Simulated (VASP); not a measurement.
```
CELL_PARAMETERS angstrom
      5.89125     0.00000     0.00000
      0.00000     5.89125     0.00000
      0.00000     0.00000     5.89125
ATOMIC_POSITIONS crystal
  Cs 0.00000 0.00000 0.00000
  Pb 0.50000 0.50000 0.50000
  Br 0.50000 0.00000 0.50000
  Br 0.00000 0.50000 0.50000
  Br 0.50000 0.50000 0.00000
```

These are r2SCAN+rVV10, VASP's PBE PAW potentials (set 64) (plane waves; VASP 6.6.1) values and carry that method's errors. Numerical set-up: 520 eV cut-off, 4×4×4 Γ-centred mesh, tetrahedra with Blöchl corrections, potentials Cs_sv Pb_d Br.

Unless said otherwise, spin-orbit coupling is left out, though it shifts the bands of the heavy elements here.

### Question
Give the energies of bands 14 to 25 at the high-symmetry points, in eV from the valence-band maximum.

### Answer

| band | Γ | X | M | R |
|---|---|---|---|---|
| 14 | -4.42 | -4.33 | -4.18 | -2.99 |
| 15 | -4.42 | -4.33 | -3.17 | -2.99 |
| 16 | -4.42 | -2.90 | -2.55 | -2.99 |
| 17 | -2.27 | -2.41 | -2.55 | -2.38 |
| 18 | -2.27 | -2.41 | -2.49 | -2.38 |
| 19 | -2.27 | -2.40 | -2.49 | -1.78 |
| 20 | -2.15 | -2.26 | -2.39 | -1.78 |
| 21 | -2.15 | -2.26 | -1.79 | -1.78 |
| 22 | -2.15 | -1.50 | -0.73 | 0.00 |
| 23 | 3.40 | 2.95 | 2.47 | 1.92 |
| 24 | 4.41 | 4.84 | 2.47 | 1.92 |
| 25 | 4.41 | 5.40 | 5.26 | 1.92 |

The gap is direct, 1.92 eV, from the valence maximum at R to the conduction minimum at R.

The compound is CsPbBr3 in the cubic perovskite structure, the ideal cubic form; the compound distorts at low or room temperature. It was relaxed first.
